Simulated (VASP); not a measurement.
# VGa3Co (Cmcm) in VASP: further runs

The runs below take VGa3Co through single point, with r2SCAN, PBE.

Everything below comes from runs of VASP 6.6.1. Logs are shortened: lines on timing, memory, paths and dates and some standing lists are left out, and cuts for length are marked.

## (1) Starting point

Symmetry: Cmcm, No. 63, orthorhombic system. Conventional cell: a = 3.712 Å, b = 21.429 Å, c = 3.639 Å, α = 90.00°, β = 90.00°, γ = 90.00°. Co (site symmetry m2m) has 2 Ga at 2.16 Å as nearest neighbours. Ga (site symmetry m2m) has 2 Ga at 1.87 Å as nearest neighbours. Ga (site symmetry m2m) is surrounded by 2 Ga at 1.87 Å. Ga (site symmetry m2m) has 2 Ga at 2.11 Å as nearest neighbours. Around V (site symmetry m2m) lie 12 Ga at 2.79 to 3.13 Å.

The cell was built by a generator and needn't be a form met in nature.

## (2) Single point, r2SCAN

File POSCAR:

```
VGa3Co
1.0
    3.7119420000      0.0000000000      0.0000000000
    1.8559710000    -10.7145700000      0.0000000000
    0.0000000000      0.0000000000     -3.6386800000
Co Ga V
2 6 2
Direct
    0.2050000000      0.5900000000      0.7500000000
    0.7950000000      0.4100000000      0.2500000000
    0.6530000000      0.6940000000      0.7500000000
    0.3470000000      0.3060000000      0.2500000000
    0.3260000000      0.3480000000      0.7500000000
    0.6740000000      0.6520000000      0.2500000000
    0.5250000000      0.9500000000      0.7500000000
    0.4750000000      0.0500000000      0.2500000000
    0.9280000000      0.1440000000      0.7500000000
    0.0720000000      0.8560000000      0.2500000000
```

File INCAR.step1:

```
ALGO = Normal
EDIFF = 1E-4
ENCUT = 520
GGA = PE
ISMEAR = -1
LASPH = T
LCHARG = F
LREAL = F
LWAVE = T
NBANDS = 72
NELM = 100
PREC = Accurate
SIGMA = 0.0211
```

File INCAR.step2:

```
ALGO = Normal
EDIFF = 1E-6
ENCUT = 520
ISIF = 2
ISMEAR = -1
ISTART = 1
LASPH = T
LCHARG = F
LMIXTAU = T
LREAL = F
LWAVE = F
METAGGA = R2SCAN
NBANDS = 72
NELM = 100
PREC = Accurate
SIGMA = 0.0211
```

File KPOINTS:

```
k-points
0
Gamma
  5 5 5
```

Potentials or basis: VASP PAW PBE potentials, release 64 (Co, Ga_d, V_sv).

Launch:

```
$ cat potpaw_PBE.64/Co/POTCAR potpaw_PBE.64/Ga_d/POTCAR potpaw_PBE.64/V_sv/POTCAR > POTCAR
$ cp INCAR.step1 INCAR
$ mpirun -np 1 vasp_std > vasp.out
$ cp INCAR.step2 INCAR
$ mpirun -np 1 vasp_std > vasp.out
```

OUTCAR:

```text
EDIFF = 1E-6
   ENCUT = 520
   ISIF = 2
   ISMEAR = -1
   ISTART = 1
   LASPH = T
   LREAL = F
   METAGGA = R2SCAN
   NELM = 100
   PREC = Accurate

 ion  position               nearest neighbor table
   1  0.205  0.590  0.750-   3 2.16   3 2.16   5 2.59   6 2.68   6 2.68   6 2.68   6 2.68
   2  0.795  0.410  0.250-   4 2.16   4 2.16   6 2.59   5 2.68   5 2.68   5 2.68   5 2.68
   3  0.653  0.694  0.750-   6 1.87   6 1.87   1 2.16   1 2.16   7 2.74
   4  0.347  0.306  0.250-   5 1.87   5 1.87   2 2.16   2 2.16   8 2.74
   5  0.326  0.348  0.750-   4 1.87   4 1.87   1 2.59   2 2.68   2 2.68   2 2.68   2 2.68   9 2.87
                             9 2.87
   6  0.674  0.652  0.250-   3 1.87   3 1.87   2 2.59   1 2.68   1 2.68   1 2.68   1 2.68  10 2.87
                            10 2.87
   7  0.525  0.950  0.750-   8 2.11   8 2.11   3 2.74   9 2.79   9 2.79  10 2.79  10 2.79  10 2.79
                            10 2.79
   8  0.475  0.050  0.250-   7 2.11   7 2.11   4 2.74  10 2.79  10 2.79   9 2.79   9 2.79   9 2.79
                             9 2.79
   9  0.928  0.144  0.750-   7 2.79   7 2.79   8 2.79   8 2.79   8 2.79   8 2.79   5 2.87   5 2.87

  10  0.072  0.856  0.250-   8 2.79   8 2.79   7 2.79   7 2.79   7 2.79   7 2.79   6 2.87   6 2.87

  LATTYP: Found a base centered orthorhombic cell.
 ALAT       =     3.7119420000
 B/A-ratio  =     5.7730266260
 C/A-ratio  =     0.9802631614

  Lattice vectors:

 A1 = (   1.8559710000,  10.7145700000,   0.0000000000)
 A2 = (   1.8559710000, -10.7145700000,   0.0000000000)
 A3 = (   0.0000000000,   0.0000000000,  -3.6386800000)

Analysis of symmetry for initial positions (statically):
=====================================================================
 Subroutine PRICEL returns:
 Original cell was already a primitive cell.

 Routine SETGRP: Setting up the symmetry group for a
 base centered orthorhombic supercell.

 Subroutine GETGRP returns: Found  8 space group operations
 (whereof  4 operations were pure point group operations)
 out of a pool of  8 trial point group operations.

The static configuration has the point symmetry C_2h.
 The point group associated with its full space group is D_2h.

Analysis of symmetry for dynamics (positions and initial velocities):
=====================================================================
 Subroutine PRICEL returns:
 Original cell was already a primitive cell.

 Routine SETGRP: Setting up the symmetry group for a
 base centered orthorhombic supercell.

 Subroutine GETGRP returns: Found  8 space group operations
 (whereof  4 operations were pure point group operations)
 out of a pool of  8 trial point group operations.

The dynamic configuration has the point symmetry C_2h.
 The point group associated with its full space group is D_2h.

 Subroutine INISYM returns: Found  8 space group operations
 (whereof  4 operations are pure point group operations),
 and found     1 'primitive' translations

----------------------------------------------------------------------------------------

                                     Primitive cell

  volume of cell :     144.7171

  direct lattice vectors                    reciprocal lattice vectors
     3.711942000  0.000000000  0.000000000     0.269400761  0.046665428  0.000000000
     1.855971000-10.714570000  0.000000000     0.000000000 -0.093330857  0.000000000
     0.000000000  0.000000000 -3.638680000     0.000000000  0.000000000 -0.274824937

  length of vectors
     3.711942000 10.874127029  3.638680000     0.273412568  0.093330857  0.274824937

  position of ions in fractional coordinates (direct lattice)
     0.205000000  0.590000000  0.750000000
     0.795000000  0.410000000  0.250000000
     0.653000000  0.694000000  0.750000000
     0.347000000  0.306000000  0.250000000
     0.326000000  0.348000000  0.750000000
     0.674000000  0.652000000  0.250000000
     0.525000000  0.950000000  0.750000000
     0.475000000  0.050000000  0.250000000
     0.928000000  0.144000000  0.750000000
     0.072000000  0.856000000  0.250000000

  ion indices of the primitive-cell ions
   primitive index   ion index
                 1           1
                 2           2
                 3           3
                 4           4
                 5           5
                 6           6
                 7           7
                 8           8
                 9           9
                10          10

----------------------------------------------------------------------------------------

 KPOINTS: k-points

Automatic generation of k-mesh.
 Grid dimensions read from file:
 generate k-points for:    5    5    5

 Generating k-lattice:

  Cartesian coordinates                     Fractional coordinates (reciprocal lattice)
     0.053880152  0.009333086  0.000000000     0.200000000  0.000000000  0.000000000
     0.000000000 -0.018666171  0.000000000     0.000000000  0.200000000  0.000000000
     0.000000000  0.000000000 -0.054964987     0.000000000  0.000000000  0.200000000

  Length of vectors
     0.054682514  0.018666171  0.054964987

  Shift w.r.t. Gamma in fractional coordinates (k-lattice)
     0.000000000  0.000000000  0.000000000

 Subroutine IBZKPT returns following result:
 ===========================================

 Found     27 irreducible k-points:

 Following reciprocal coordinates:
            Coordinates               Weight
  0.000000  0.000000  0.000000      1.000000
  0.200000  0.000000  0.000000      4.000000
  0.400000 -0.000000  0.000000      4.000000
  0.000000  0.200000  0.000000      2.000000
  0.400000  0.200000  0.000000      2.000000
 -0.400000  0.200000  0.000000      4.000000
[... 16 lines left out ...]
  0.400000  0.200000  0.400000      4.000000
 -0.400000  0.200000  0.400000      8.000000
 [... further k-points ...]
   k-points           NKPTS =     27   k-points in BZ     NKDIM =     27   number of bands    NBANDS=     72
   number of dos      NEDOS =    301   number of ions     NIONS =     10
   total plane-waves  NPLWV =  65856
   dimension x,y,z NGX =    28 NGY =   84 NGZ =   28
   dimension x,y,z NGXF=    56 NGYF=  168 NGZF=   56
   ions per type =               2   6   2
   NGX,Y,Z   is equivalent  to a cutoff of  12.54, 12.84, 12.79 a.u.
   NGXF,Y,Z  is equivalent  to a cutoff of  25.08, 25.68, 25.59 a.u.
 SYSTEM =  unknown system
   PREC   = accura    normal or accurate (medium, high low for compatibility)
   ISTART =      1    job   : 0-new  1-cont  2-samecut
   ICHARG =      0    charge: 1-file 2-atom 10-const
   ISPIN  =      1    spin polarized calculation?
   LNONCOLLINEAR =      F non collinear calculations
   LSORBIT =      F    spin-orbit coupling
   LASPH  =      T    aspherical Exc in radial PAW
   ENCUT  =  520.0 eV  38.22 Ry    6.18 a.u.   6.90 20.22  6.77*2*pi/ulx,y,z
   NELM   =    100;   NELMIN=  2; NELMDL=  0     # of ELM steps
   EDIFF  = 0.1E-05   stopping-criterion for ELM
   LREAL  =      F    real-space projection
   EDIFFG = 0.1E-04   stopping-criterion for IOM
   NSW    =      0    number of steps for IOM
   IBRION =     -1    ionic relax: 0-MD 1-quasi-New 2-CG
   NFREE  =      0    steps in history (QN), initial steepest desc. (CG)
   ISIF   =      2    stress and relaxation
   ISYM   =      2    0-nonsym 1-usesym 2-fastsym
   POTIM  = 0.5000    time-step for ionic-motion
   TEBEG  =    0.0;   TEEND  =   0.0 temperature during run
   PSTRESS=    0.0 pullay stress
   NELECT =     122.0000    total number of electrons
   NUPDOWN=      -1.0000    fix difference up-down
   EMIN   =  10.00;   EMAX   =-10.00  energy-range for DOS
   EFERMI =   0.00;   METHOD = LEGACY
   ISMEAR =    -1;   SIGMA  =   0.02  broadening in eV -4-tet -1-fermi 0-gaus
   EFERMI_NEDOS =   21; number of points for ismear=-14 and -15
   IALGO  =     38    algorithm
   IMIX   =      4    mixing-type and parameters
     AMIX     =   0.40;   BMIX     =  1.00
     AMIX_MAG =   1.60;   BMIX_MAG =  1.00
  volume/ion in A,a.u.               =      14.47        97.66
  Fermi-wavevector in a.u.,A,eV,Ry     =   1.546518  2.922494 32.541278  2.391716
  Thomas-Fermi vector in A             =   2.651742
   LORBIT       =      0    0 simple, 1 ext, 2 COOP (PROOUT), +10 PAW based schemes
   METAGGA = R2SCAN    functional components
   LHFCALC =     F    Hartree Fock is set to
   AEXX    =    0.0000 exact exchange contribution
   IVDW    =     0    specifies the selected vdW correction
   LEPSILON=     F    determine dielectric tensor
   LRPA    =     F    only Hartree local field effects (RPA)
 non-spin polarized calculation
  energy-cutoff  :      520.00
  volume of cell :      144.72
 maximum number of plane-waves:      3918
   NGX = 13   NGY = 41   NGZ = 13

 number of electron     121.9999997 magnetization

 Free energy of the ion-electron system (eV)
  ---------------------------------------------------
  ext. energy  EPLUGINS =         0.00000000
  ---------------------------------------------------
  free energy    TOTEN  =      -109.45518124 eV

  energy without entropy =     -109.44303500  energy(sigma->0) =     -109.44910812

 E-fermi :   8.0228     XC(G=0): -13.2665

 val. band max:        8.0056633248   @ k =  -0.2000   0.4000   0.2000
 cond. band min:       8.0345512817   @ k =  -0.2000   0.2000   0.2000
 fundamental gap:      0.0288879569
 Fermi energy:         8.0228202397

 k-point     1 :       0.0000    0.0000    0.0000
  band No.  band energies     occupation
      1     -59.2305      2.00000
      2     -59.2290      2.00000
      3     -32.0345      2.00000
      4     -32.0157      2.00000
      5     -31.9212      2.00000
      6     -31.9187      2.00000
[... 64 lines left out ...]
     71      11.4525      0.00000
     72      12.1084      0.00000
[... 1723 lines left out ...]
     71      10.0609      0.00000
     72      10.3844      0.00000

 [... further k-points ...]

------------------------ aborting loop because EDIFF is reached ----------------------------------------

  FORCE on cell =-STRESS in cart. coord.  units (eV):
  Direction    XX          YY          ZZ          XY          YZ          ZX
  --------------------------------------------------------------------------------------
  -------------------------------------------------------------------------------------
  Total       -3.6094638     -1.2207792     87.7841965      0.0000000      0.0000000      0.0000000
  in kB      -39.9607364    -13.5153690    971.8676564      0.0000000      0.0000000      0.0000000
  external PRESSURE =     306.1305170 kB  Pullay stress =       0.0000000 kB

 VOLUME and BASIS-vectors are now :
 -----------------------------------------------------------------------------
  energy-cutoff  :      520.00
  volume of cell :      144.72
      direct lattice vectors                 reciprocal lattice vectors
     3.711942000  0.000000000  0.000000000     0.269400761  0.046665428  0.000000000
     1.855971000-10.714570000  0.000000000     0.000000000 -0.093330857  0.000000000
     0.000000000  0.000000000 -3.638680000     0.000000000  0.000000000 -0.274824937

 POSITION                                       TOTAL-FORCE (eV/Angst)
 -----------------------------------------------------------------------------------
      1.85597     -6.32160     -2.72901        -0.000000      2.273764      0.000000
      3.71194     -4.39297     -0.90967         0.000000     -2.273764     -0.000000
      3.71194     -7.43591     -2.72901         0.000000     -8.574744      0.000000
      1.85597     -3.27866     -0.90967         0.000000      8.574744      0.000000
      1.85597     -3.72867     -2.72901         0.000000     -6.415461      0.000000
      3.71194     -6.98590     -0.90967        -0.000000      6.415461     -0.000000
      3.71194    -10.17884     -2.72901        -0.000000      4.253334     -0.000000
      1.85597     -0.53573     -0.90967         0.000000     -4.253334      0.000000
      3.71194     -1.54290     -2.72901         0.000000     -0.612687      0.000000
      1.85597     -9.17167     -0.90967        -0.000000      0.612687      0.000000
 -----------------------------------------------------------------------------------
    total drift:                                0.000000     -0.000000      0.000000

  FREE ENERGIE OF THE ION-ELECTRON SYSTEM (eV)
  ---------------------------------------------------
  free  energy   TOTEN  =      -109.4551812362 eV

  energy  without entropy=     -109.4430350005  energy(sigma->0) =     -109.44910812
```

It took 15 min on 1 thread of Intel Xeon Platinum 8488C (Sapphire Rapids), shared host; peak memory 0.4 GiB.

What came out:

* Free energy: -109.4552 eV
* Pressure: 30.6 GPa
* Largest force: 8.575 eV/Å
* Band gap on the k mesh: none (metal or under the smearing width)

Forces on the atoms (eV/Å):
```
Co   0.000  2.274  0.000
Co   0.000 -2.274  0.000
Ga   0.000 -8.575  0.000
Ga   0.000  8.575  0.000
Ga   0.000 -6.415  0.000
Ga   0.000  6.415  0.000
Ga   0.000  4.253  0.000
Ga   0.000 -4.253  0.000
V    0.000 -0.613  0.000
V    0.000  0.613  0.000
```

Levels at points of the mesh, in eV from the Fermi level:
```csv
k point,band 57,band 58,band 59,band 60,band 61,band 62,band 63,band 64,band 65,band 66
"(0.00, 0.00, 0.00)",-1.02,-0.99,-0.87,-0.84,0.17,0.20,0.26,0.76,0.77,1.01
```

Caveat: a pressure of tens of GPa on the cell as given is suspect, and the run, the potentials or the cell itself is likely at fault; the PAW data sets were made with another functional, which shifts forces and pressure a little. Spin polarisation is off, so any magnetic state and its effect on volume and gap are missing.

## (3) Single point, r2SCAN

POSCAR is that of step 2.

File INCAR.step1:

```
SYSTEM = VGa3Co
  PREC = Accurate
  ENCUT = 520
  ISMEAR = -1
  SIGMA = 0.0211
  LREAL = .FALSE.
  LASPH = .TRUE.
  NELM = 60
  NBANDS = 72
  GGA = PE
  ALGO = Normal
  EDIFF = 1E-4
  LWAVE = .TRUE.
  LCHARG = .FALSE.
```

File INCAR.step2:

```
SYSTEM = VGa3Co
  PREC = Accurate
  ENCUT = 520
  EDIFF = 1E-6
  ISMEAR = -1
  SIGMA = 0.0211
  LREAL = .FALSE.
  LASPH = .TRUE.
  NELM = 60
  ALGO = Normal
  ISIF = 2
  LWAVE = .FALSE.
  LCHARG = .FALSE.
  METAGGA = R2SCAN
  LMIXTAU = .TRUE.
  NBANDS = 72
  ISTART = 1
```

File KPOINTS:

```
Automatic mesh
0
G
  5 5 5
  0 0 0
```

Potentials or basis: VASP PAW PBE potentials, release 64 (Co, Ga_d, V_sv).

Launch:

```
$ cat potpaw_PBE.64/Co/POTCAR potpaw_PBE.64/Ga_d/POTCAR potpaw_PBE.64/V_sv/POTCAR > POTCAR
$ cp INCAR.step1 INCAR
$ mpirun -np 1 vasp_std > vasp.out
$ cp INCAR.step2 INCAR
$ mpirun -np 1 vasp_std > vasp.out
```

Wall time 11 min (1 thread of Intel Xeon 6975P-C (Granite Rapids), shared host); peak memory 0.41 GiB.

Results (log left out):

```
Free energy            : -109.4552 eV
Pressure               : 30.6 GPa
Largest force          : 8.575 eV/Å
Band gap on the k mesh : none (metal or under the smearing width)
```

Forces on the atoms (eV/Å):
```
Co   0.000  2.274  0.000
Co   0.000 -2.274  0.000
Ga   0.000 -8.575  0.000
Ga   0.000  8.575  0.000
Ga   0.000 -6.415  0.000
Ga   0.000  6.415  0.000
Ga   0.000  4.253  0.000
Ga   0.000 -4.253  0.000
V    0.000 -0.613  0.000
V    0.000  0.613  0.000
```

Stress tensor (GPa, compression positive):
```
-4.00  0.00  0.00
 0.00 -1.35  0.00
 0.00  0.00 97.19
```

Levels at points of the mesh, in eV from the Fermi level:
```
           k point  band 57  band 58  band 59  band 60  band 61  band 62  band 63  band 64  band 65  band 66
(0.00, 0.00, 0.00)    -1.02    -0.99    -0.87    -0.84     0.17     0.20     0.26     0.76     0.77     1.01
```

Caveat: a pressure of tens of GPa on the cell as given is suspect, and the run, the potentials or the cell itself is likely at fault; the PAW data sets were made with another functional, which shifts forces and pressure a little.

## (4) Single point, PBE

File INCAR:

```
SYSTEM = VGa3Co
  PREC = Accurate
  ENCUT = 520
  EDIFF = 1E-6
  ISMEAR = -1
  SIGMA = 0.0211
  LREAL = .FALSE.
  LASPH = .TRUE.
  NELM = 60
  ALGO = Fast
  ISIF = 2
  LWAVE = .FALSE.
  LCHARG = .FALSE.
  GGA = PE
  NBANDS = 72
```

KPOINTS is that of step 3.

POSCAR is that of step 3.

Launch:

```
$ cat potpaw_PBE.64/Co/POTCAR potpaw_PBE.64/Ga_d/POTCAR potpaw_PBE.64/V_sv/POTCAR > POTCAR
$ mpirun -np 1 vasp_std > vasp.out
```

It took 4.7 min on 1 thread of Intel Xeon 6975P-C (Granite Rapids), shared host; peak memory 0.39 GiB.

Results (log left out):

```
Free energy            : -35.4887 eV
Pressure               : 34.8 GPa
Largest force          : 8.770 eV/Å
Band gap on the k mesh : none (metal or under the smearing width)
```

Forces on the atoms (eV/Å):
```
Co   0.000  2.412  0.000
Co   0.000 -2.412  0.000
Ga   0.000 -8.770  0.000
Ga   0.000  8.770  0.000
Ga   0.000 -6.424  0.000
Ga   0.000  6.424  0.000
Ga   0.000  4.368  0.000
Ga   0.000 -4.368  0.000
V    0.000 -0.503  0.000
V    0.000  0.503  0.000
```

Stress tensor (GPa, compression positive):
```
 -0.03   0.00   0.00
  0.00   2.24   0.00
  0.00   0.00 102.05
```

Levels at points of the mesh, in eV from the Fermi level:
| k point | band 58 | band 59 | band 60 | band 61 | band 62 | band 63 | band 64 | band 65 |
| --- | --- | --- | --- | --- | --- | --- | --- | --- |
| (0.00, 0.00, 0.00) | -0.97 | -0.80 | -0.77 | 0.18 | 0.25 | 0.33 | 0.79 | 0.81 |

Caveat: a pressure of tens of GPa on the cell as given is suspect, and the run, the potentials or the cell itself is likely at fault; forces of over 1 eV/Å show positions far from the minimum, so gaps and moduli don't describe the material at rest. Spin polarisation is off, so any magnetic state and its effect on volume and gap are missing.
